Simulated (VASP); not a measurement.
# AlN(110): relaxation, ionisation energy and affinity, part 3 of 3

Where do the bulk band edges lie against the vacuum outside AlN(110)? The cell is generated by rule, not measured, and may not be a known phase.

VASP 6.6.1, plane waves and PAW; the level of theory is named at each step.

So far, gap on the k-mesh (eV): step 3 (band edges of the bulk) 3.98.

The structure was built from a prototype and need not be the compound's stable phase.

## (5) Vacuum level and density of states

Level of this step: r2SCAN; plane waves and PAW (Al, N) (VASP).

A static run writes the electrostatic potential without exchange and correlation (LVHAR), which is flat in the vacuum and gives the level to count from. The dipole correction cancels the field that unlike faces would set up across the vacuum.

File INCAR:

```
SYSTEM = AlN
PREC = Normal
ENCUT = 440
EDIFF = 1E-06
NELM = 120
ISMEAR = 0
SIGMA = 0.03
LREAL = Auto
ALGO = Normal
METAGGA = R2SCAN
LASPH = .TRUE.
NBANDS = 54
LORBIT = 11
LWAVE = .FALSE.
LCHARG = .TRUE.
KPAR = 4
IDIPOL = 3
LDIPOL = .TRUE.
DIPOL = 0.5 0.5 0.5
LVHAR = .TRUE.
LVACPOTAV = .TRUE.
NEDOS = 1500
```

File POSCAR:

```
AlN
1.0
    3.0883315628      0.0000000000      0.0000000000
    0.0000000000      4.3675603812      0.0000000000
    0.0000000000      0.0000000000     28.3533262512
Al N
9 9
Direct
    0.0000000000      0.0388938530      0.2884269946
    0.5000000000      0.4972708820      0.3343900578
    0.0000000000      0.9967538360      0.3911621712
    0.5000000000      0.4955359850      0.4452469282
    0.0000000000      0.9960691170      0.5000000000
    0.5000000000      0.4955359850      0.5547530718
    0.0000000000      0.9967538360      0.6088378288
    0.5000000000      0.4972708820      0.6656099422
    0.0000000000      0.0388938530      0.7115730054
    0.0000000000      0.7439346873      0.3357866932
    0.5000000000      0.2375638109      0.2821710656
    0.0000000000      0.7460250527      0.4453705677
    0.5000000000      0.2478075477      0.3905496229
    0.0000000000      0.7460250527      0.5546294323
    0.5000000000      0.2463595737      0.5000000000
    0.0000000000      0.7439346873      0.6642133068
    0.5000000000      0.2478075477      0.6094503771
    0.5000000000      0.2375638109      0.7178289344
```

File KPOINTS:

```
Automatic mesh
0
Gamma
8 6 1
0 0 0
```

File KPOINTS_OPT:

```
Line mode
14
Line-mode
Reciprocal
  0.00000000   0.00000000   0.00000000 GAMMA
  0.50000000   0.00000000   0.00000000 X

  0.50000000   0.00000000   0.00000000 X
  0.50000000   0.50000000   0.00000000 S

  0.50000000   0.50000000   0.00000000 S
  0.00000000   0.50000000   0.00000000 Y

  0.00000000   0.50000000   0.00000000 Y
  0.00000000   0.00000000   0.00000000 GAMMA

  0.00000000   0.00000000   0.00000000 GAMMA
  0.50000000   0.50000000   0.00000000 S
```

PAW data sets: Al and N (PBE family, release 64).

Launch:

```sh
mpirun -np 4 vasp_std
```

What it wrote:

```text
[... set-up lines as in an earlier step ...]
 entering main loop
       N       E                     dE             d eps       ncg     rms          rms(c)
DAV:   1     0.373662113400E+03    0.37366E+03   -0.28462E+04  2208   0.984E+02
DAV:   2    -0.145005687851E+03   -0.51867E+03   -0.49872E+03  2916   0.245E+02
DAV:   3    -0.208515077052E+03   -0.63509E+02   -0.62844E+02  2624   0.897E+01
DAV:   4    -0.210429045075E+03   -0.19140E+01   -0.19102E+01  2776   0.189E+01
DAV:   5    -0.210478229333E+03   -0.49184E-01   -0.49167E-01  2864   0.277E+00    0.274E+01
DAV:   6    -0.167558524826E+03    0.42920E+02   -0.63688E+01  2552   0.276E+01    0.114E+01
DAV:   7    -0.168185607558E+03   -0.62708E+00   -0.56492E+00  2744   0.829E+00    0.738E+00
DAV:   8    -0.168312049475E+03   -0.12644E+00   -0.89706E-01  2664   0.455E+00    0.134E+00
DAV:   9    -0.168260530553E+03    0.51519E-01   -0.22013E-01  2596   0.197E+00    0.692E-01
DAV:  10    -0.168262044678E+03   -0.15141E-02   -0.51745E-02  2496   0.852E-01    0.347E-01
DAV:  11    -0.168262845260E+03   -0.80058E-03   -0.45299E-03  2504   0.383E-01    0.252E-01
DAV:  12    -0.168266606828E+03   -0.37616E-02   -0.10428E-02  2418   0.356E-01    0.103E-01
DAV:  13    -0.168267312413E+03   -0.70558E-03   -0.55649E-04  2514   0.101E-01    0.871E-02
DAV:  14    -0.168269742506E+03   -0.24301E-02   -0.15757E-03  2326   0.168E-01    0.466E-02
DAV:  15    -0.168271088927E+03   -0.13464E-02   -0.69256E-04  2396   0.117E-01    0.322E-02
DAV:  16    -0.168271715188E+03   -0.62626E-03   -0.21579E-04  2382   0.734E-02    0.253E-02
DAV:  17    -0.168271999419E+03   -0.28423E-03   -0.94045E-05  2398   0.375E-02    0.162E-02
DAV:  18    -0.168272102541E+03   -0.10312E-03   -0.72838E-05  2408   0.324E-02    0.756E-03
DAV:  19    -0.168272203766E+03   -0.10123E-03   -0.15268E-05  2450   0.193E-02    0.776E-03
DAV:  20    -0.168272388383E+03   -0.18462E-03   -0.24668E-05  2424   0.217E-02    0.572E-03
DAV:  21    -0.168272421096E+03   -0.32714E-04   -0.66955E-06  2476   0.122E-02    0.424E-03
DAV:  22    -0.168272451425E+03   -0.30329E-04   -0.20709E-06  1972   0.939E-03    0.198E-03
DAV:  23    -0.168272487213E+03   -0.35788E-04   -0.21425E-06  1968   0.794E-03    0.974E-04
DAV:  24    -0.168272504297E+03   -0.17084E-04   -0.84142E-07  1902   0.506E-03    0.852E-04
DAV:  25    -0.168272508925E+03   -0.46277E-05   -0.25118E-07  1774   0.303E-03    0.697E-04
DAV:  26    -0.168272510398E+03   -0.14735E-05   -0.14079E-07  1832   0.257E-03    0.164E-04
DAV:  27    -0.168272510736E+03   -0.33798E-06   -0.77720E-08  1680   0.193E-03
 -----------------------------------------------------------------------------
|                                                                             |
|           W    W    AA    RRRRR   N    N  II  N    N   GGGG   !!!           |
|           W    W   A  A   R    R  NN   N  II  NN   N  G    G  !!!           |
|           W    W  A    A  R    R  N N  N  II  N N  N  G       !!!           |
|           W WW W  AAAAAA  RRRRR   N  N N  II  N  N N  G  GGG   !            |
|           WW  WW  A    A  R   R   N   NN  II  N   NN  G    G                |
|           W    W  A    A  R    R  N    N  II  N    N   GGGG   !!!           |
|                                                                             |
|     Did not find any points to average over, which means that no vacuum     |
|     field-free region was found. Please increase the size of  your cell     |
|     in the dimension of the dipole correction to obtain accurate            |
|     workfunction values.                                                    |
|                                                                             |
 -----------------------------------------------------------------------------

   1 F= -.16827251E+03 E0= -.16827251E+03  d E =-.361667E-11
 Start KPOINTS_OPT (optional k-point list driver)
k-point batch [1-20\70]
       N       E                     dE             ncg
DAV:   1     0.189986140934E+04   -0.27382E+05     2168
DAV:   2    -0.687558599055E+04   -0.87754E+04     2936
DAV:   3    -0.801477896320E+04   -0.11392E+04     2590
DAV:   4    -0.804750100148E+04   -0.32722E+02     2560
DAV:   5    -0.804836336230E+04   -0.86236E+00     2810
DAV:   6    -0.804838662585E+04   -0.23264E-01     2728
DAV:   7    -0.804838763954E+04   -0.10137E-02     2984
DAV:   8    -0.804838766615E+04   -0.26604E-04     2464
DAV:   9    -0.804838766718E+04   -0.10267E-05     1792
DAV:  10    -0.804838766734E+04   -0.16782E-06     1656
[...]
k-point batch [61-70\70]
       N       E                     dE             ncg
DAV:   1     0.176473275087E+04   -0.17216E+05     1080
DAV:   2    -0.255712594455E+04   -0.43219E+04     1464
DAV:   3    -0.309718489076E+04   -0.54006E+03     1296
DAV:   4    -0.311198658668E+04   -0.14802E+02     1376
DAV:   5    -0.311235360198E+04   -0.36702E+00     1432
DAV:   6    -0.311236366676E+04   -0.10065E-01     1408
DAV:   7    -0.311236412708E+04   -0.46032E-03     1488
DAV:   8    -0.311236413939E+04   -0.12317E-04     1304
DAV:   9    -0.311236413993E+04   -0.54123E-06      920
```

The job ended after 6.1 min (4 MPI ranks of Intel Xeon Platinum 8259CL at 2.50GHz (Skylake/Cascade Lake), shared host; peak memory 2.1 GiB).

From OUTCAR (step 5):

```text
   NELECT =      72.0000    total number of electrons

 E-fermi :   0.2417

 k-point     1 :       0.0000    0.0000    0.0000
  band No.  band energies     occupation
    ...
     32      -0.6106      2.00000
     33      -0.5072      2.00000
     34      -0.4779      2.00000
     35      -0.2565      2.00000
     36      -0.2169      2.00000
     37       3.3427      0.00000
     38       3.5063      0.00000
     39       3.7810      0.00000
     40       4.5888      0.00000
     41       5.1880      0.00000
    ...

  Total        1.3064286     -2.3803546     -3.1625555      0.0000000      0.0000000      0.0000000
  in kB        5.4730498     -9.9720717    -13.2489631      0.0000000      0.0000000      0.0000000
  external PRESSURE =      -5.9159950 kB  Pullay stress =       0.0000000 kB

 POSITION                                       TOTAL-FORCE (eV/Angst)
 -----------------------------------------------------------------------------------
      0.00000      0.16987      8.17786         0.000000      0.009788      0.003627
      1.54417      2.17186      9.48107         0.000000      0.000400      0.005968
      0.00000      4.35338     11.09075         0.000000      0.002728     -0.015421
      1.54417      2.16428     12.62423         0.000000      0.001294     -0.013351
      0.00000      4.35039     14.17666         0.000000     -0.000348      0.000000
      1.54417      2.16428     15.72909         0.000000      0.001294      0.013351
      0.00000      4.35338     17.26258         0.000000      0.002728      0.015421
      1.54417      2.17186     18.87226         0.000000      0.000400     -0.005968
      0.00000      0.16987     20.17546         0.000000      0.009788     -0.003627
      0.00000      3.24918      9.52067         0.000000     -0.009133      0.019521
      1.54417      1.03757      8.00049        -0.000000     -0.006167      0.008699
      0.00000      3.25831     12.62774         0.000000      0.000546      0.010684
      1.54417      1.08231     11.07338        -0.000000      0.000388      0.013295
      0.00000      3.25831     15.72559         0.000000      0.000546     -0.010684
      1.54417      1.07599     14.17666         0.000000      0.000664      0.000000
      0.00000      3.24918     18.83266         0.000000     -0.009133     -0.019521
      1.54417      1.08231     17.27995        -0.000000      0.000388     -0.013295
      1.54417      1.03757     20.35284        -0.000000     -0.006167     -0.008699
 -----------------------------------------------------------------------------------
    total drift:                                0.000000      0.047996     -0.000022

  FREE ENERGIE OF THE ION-ELECTRON SYSTEM (eV)
  ---------------------------------------------------
  free  energy   TOTEN  =      -168.2725107365 eV

  energy  without entropy=     -168.2725107365  energy(sigma->0) =     -168.27251074

 vacuum level on the upper side and lower side of the slab         5.917         5.917

[... 8 parts as in an earlier step ...]

[... 10 further parts left out ...]
```

Numbers from this step:

```yaml
electronic_cycles: 27
free_energy_toten: -168.2725 eV
fermi_energy: 0.2417 eV
least_gap_on_mesh_and_path: 3.230 eV
least_direct_gap_on_mesh_and_path: 3.409 eV
vacuum_levels: 5.917, 5.917 eV
ionisation_potentials_of_the_upper_and_lower_face: 5.804, 5.804 eV
electron_affinities_of_the_upper_and_lower_face: 2.574, 2.574 eV
```

The electronic bands at the labelled points (eV, zero at the valence-band top; v1 is the highest filled band, c1 the lowest empty one):

```
          point     v4     v3     v2     v1    c1    c2    c3    c4
              Γ  -0.62  -0.59  -0.37  -0.33  3.23  3.39  3.67  4.48
0.54 of the way  -1.41  -1.04  -0.32  -0.25  4.30  4.32  5.07  5.30
              X  -1.44  -1.39  -0.12  -0.07  3.34  3.73  3.78  4.72
0.54 of the way  -1.42  -1.28  -0.08  -0.03  4.41  4.50  5.06  5.25
              S  -1.19  -1.14  -0.07   0.00  4.81  4.84  6.18  6.40
0.46 of the way  -1.12  -1.10  -0.14  -0.12  4.79  4.81  6.98  7.16
              Y  -1.07  -1.02  -0.37  -0.37  4.31  4.33  6.08  6.43
0.46 of the way  -0.91  -0.88  -0.38  -0.38  3.95  3.99  4.67  5.34
              Γ  -0.62  -0.59  -0.37  -0.33  3.23  3.39  3.67  4.48
0.46 of the way  -1.03  -0.90  -0.25  -0.20  4.36  4.39  5.81  5.95
              S  -1.19  -1.14  -0.07   0.00  4.81  4.84  6.18  6.40
```

Of the projections kept (Al, N), the largest for each band there; the rest of the weight can lie on other orbitals:

```
point      v4      v3      v2      v1       c1       c2       c3       c4
    Γ  N 0.95  N 0.96  N 0.98  N 0.98   N 0.68   N 0.72  Al 0.58   N 0.51
    X  N 0.87  N 0.86  N 0.93  N 0.94  Al 0.72  Al 0.66  Al 0.73  Al 0.54
    S  N 0.87  N 0.89  N 0.94  N 0.95  Al 0.73  Al 0.71   N 0.83   N 0.86
    Y  N 0.86  N 0.88  N 0.96  N 0.96   N 0.58   N 0.59   N 0.67   N 0.67
    Γ  N 0.95  N 0.96  N 0.98  N 0.98   N 0.68   N 0.72  Al 0.58   N 0.51
    S  N 0.87  N 0.89  N 0.94  N 0.95  Al 0.73  Al 0.71   N 0.83   N 0.86
```

The planar average of the electrostatic potential oscillates, so the rows of the table below give means over windows of 1.51 Å about each position, cut where the curve ends. Its maxima inside the range that stand out by 2 % of the span (Å: eV): 8.8: -3.63, 10.3: -0.973, 11.8: -1.55, 13.4: -1.39, 14.9: -1.39, 16.5: -1.55, 18.1: -0.973, 19.6: -3.63. Its minima: 8.1: -10.5, 9.5: -11.4, 11.1: -11.0, 12.7: -11.1, 14.2: -11.1, 15.7: -11.1, 17.3: -11.0, 18.9: -11.4, 20.2: -10.5.

Zero at the Fermi level. The planar average of the electrostatic potential by height; means over each step:

height (Å), planar average of the electrostatic potential (eV) and a bar from the least value:
```
     0.76        5.7 ##############################
     2.27        5.7 ##############################
     3.78        5.7 ##############################
     5.29        5.7 ##############################
     6.80        4.1 ##########################
     8.31       -6.7 #
     9.82       -6.4 #
    11.33       -6.5 #
    12.84       -6.5 #
    14.35       -6.5 #
    15.86       -6.5 #
    17.37       -6.4 #
    18.88       -7.0 
    20.39       -5.4 ####
    21.90        5.1 #############################
    23.41        5.7 ##############################
    24.92        5.7 ##############################
    26.43        5.7 ##############################
    27.94        5.7 ##############################
```

Density of states in the PAW spheres, an atom over height of the layer and energy from the Fermi level.

Values in states/eV, 22 rows by 12 columns, each cell a mean:
```
0.00 0.00 0.00 0.00 0.00 0.00 0.00 0.00 0.00 0.00 0.00 0.00
0.30 0.01 0.01 0.02 0.00 0.01 0.00 0.02 0.02 0.01 0.01 0.30
1.55 0.06 0.18 0.11 0.03 0.03 0.03 0.11 0.34 0.02 0.06 1.55
0.14 0.01 0.06 0.08 0.09 0.08 0.09 0.08 0.12 0.01 0.01 0.14
0.58 0.09 0.28 0.47 0.47 0.54 0.47 0.47 0.49 0.07 0.09 0.58
0.91 0.17 0.47 0.59 0.56 0.51 0.56 0.59 0.80 0.14 0.17 0.91
0.76 0.18 0.51 0.47 0.50 0.45 0.50 0.47 0.86 0.17 0.18 0.76
0.50 0.14 0.41 0.44 0.48 0.52 0.48 0.44 0.66 0.16 0.14 0.50
0.36 0.13 0.31 0.35 0.31 0.34 0.31 0.35 0.50 0.12 0.13 0.36
0.34 0.14 0.27 0.25 0.28 0.27 0.28 0.25 0.43 0.10 0.14 0.34
0.30 0.13 0.24 0.20 0.22 0.23 0.22 0.20 0.38 0.10 0.13 0.30
0.19 0.10 0.20 0.13 0.15 0.15 0.15 0.13 0.31 0.08 0.10 0.19
0.19 0.12 0.24 0.13 0.14 0.11 0.14 0.13 0.39 0.09 0.12 0.19
0.25 0.18 0.28 0.16 0.18 0.17 0.18 0.16 0.42 0.14 0.18 0.25
0.21 0.15 0.39 0.35 0.37 0.34 0.37 0.35 0.55 0.24 0.15 0.21
0.13 0.09 0.31 0.34 0.34 0.37 0.34 0.34 0.43 0.19 0.09 0.13
0.04 0.03 0.09 0.12 0.11 0.11 0.11 0.12 0.13 0.06 0.03 0.04
0.02 0.02 0.05 0.08 0.09 0.10 0.09 0.08 0.06 0.03 0.02 0.02
0.00 0.00 0.00 0.01 0.01 0.01 0.01 0.01 0.00 0.00 0.00 0.00
0.00 0.00 0.00 0.00 0.00 0.00 0.00 0.00 0.00 0.00 0.00 0.00
0.00 0.00 0.00 0.00 0.00 0.00 0.00 0.00 0.00 0.00 0.00 0.00
0.00 0.00 0.00 0.00 0.00 0.00 0.00 0.00 0.00 0.00 0.00 0.00
```
Columns: height of the layer (Å) from 8 to 20.4 (not evenly spaced); rows upwards: energy from the Fermi level (eV) from -7.9 to 0.5.

Electrostatic potential energy in the cb plane at fractional x = 0.000, with atoms of Al and N within 0.2 Å of it. With pseudopotentials it is smooth inside the atoms' cores, unlike the true potential.

Ten even steps from '0' (-63 eV) to '9' (6 eV), each cell a mean:
```
99999999999999999998741268887200488885001788
99999999999999999999876785468644774477546863
99999999999999999999988973328888853358888833
99999999999999999999999983338999963269999843
99999999999999999999999997689999997789999986
99999999999999999999999999999999999999999999
99999999999999999999999999999999999999999999
99999999999999999999999999999999999999999999
99999999999999999999988889999999999999999999
99999999999999999999864578998777899998777899
99999999999999999998720048997412689986214789
99999999999999999998610038987100389984001689
```
Columns run along c (16.0 Å, from fractional 0.00 to 0.57 of the cell; values clipped at the 3rd and 97th percentile), rows up along b (4.4 Å). Atoms in or near the plane, at fractional coordinates: Al at (0.29, 0.04), Al at (0.39, 0.00), Al at (0.50, 0.00), N at (0.34, 0.74), N at (0.45, 0.75), N at (0.55, 0.75).

Valence density in the cb plane at fractional x = 0.000, with atoms of Al and N within 0.2 Å of it. It is the smooth field of the valence electrons, not physical close to the nuclei.

Ten steps, logarithmic in the rise over the least value, from '0' (0.0 e/Å³) to '9' (3.6 e/Å³), each cell a mean:
```
00000000000000000001122456665422466665323566
00000000000000000001123578986534579976435689
00000000000000000000123579997534689986435799
00000000000000000000012479997433589986334689
00000000000000000000012357875322467864223578
00000000000000000000011245553212345543212355
00000000000000000000112223332222233332222233
00000000000000000001122222222222222222222222
00000000000000000001233332222333222222333222
00000000000000000012233332222333322223333222
00000000000000000012221233333222332233222332
00000000000000000011220234443211344443112344
```
Columns run along c (16.0 Å, from fractional 0.00 to 0.57 of the cell), rows up along b (4.4 Å). Atoms in or near the plane, at fractional coordinates: Al at (0.29, 0.04), Al at (0.39, 0.00), Al at (0.50, 0.00), N at (0.34, 0.74), N at (0.45, 0.75), N at (0.55, 0.75).

The map of layer states is cut here 0.5 eV above the Fermi level, so it leaves out the states above that.

The vacuum level lies 5.80 eV above the highest filled level at the upper face; both faces agree, as the slab has next to no dipole.

The program found no field-free point at its default tolerance, but its printed level agrees with the flat part of the planar average.

## (6) Lining up bulk and slab

This step: band edges against the vacuum, r2SCAN; plane waves and PAW (VASP 6.6.1).

No new run; the numbers come from the runs before.

Numbers from this step:

```yaml
ionisation_energy: 6.426 eV
offset_spread: 0.02290 eV
bulk_gap: 3.981 eV
slab_gap: 3.230 eV
electron_affinity: 2.445 eV
buckling: 0.1774 Å
tilt: 11.55 degree
surface_energy_relaxed: 2.554 J/m²
```

The averaged core potentials of the four middle atoms lie -6.213 eV from those of the bulk run. The bulk valence top (5.704 eV), moved by that offset, is taken from the upper vacuum level (5.917 eV).

## (7) Summary of results

```yaml
ionisation_energy: 6.43 eV
electron_affinity: 2.45 eV
buckling: 0.177 Å
surface_energy_relaxed: 2.55 J/m²
```

**Reading.** The bulk valence-band top lies 6.43 eV below the vacuum of AlN(110), and the conduction-band bottom 2.45 eV. The top layer buckles by 0.18 Å, a tilt of 12°, with N outermost. The surface costs 2.55 J/m². The slab's least gap is 3.23 eV, against 3.98 eV in the bulk. Confinement widens it, surface states can narrow it, and the two gaps need not lie at the same wave vector; the faces' own affinities count to the slab's lowest empty state. The offsets of the four middle atoms spread by 0.02 eV; a shift common to all four would not show in it. The bulk edges are read on a mesh, so a band minimum between its points makes the gap too large and the affinity too small. One thickness was run. Semilocal band edges put the valence top too high and the gap too small.

[Lines on the potential files, build, host, timing and source positions are cut from VASP's logs without a mark.]

[Logs are printed without paths, hosts, clocks, repeated set-up lines and the standing remarks that a program may print on its own settings, such as how far it seeks lower states.]

[Hosts, paths, dates, database ids (printed as entryN), source tags and the programs' standing remarks are cut or masked in the printed files.]

[Runs that stopped without an error message from VASP are left out.]
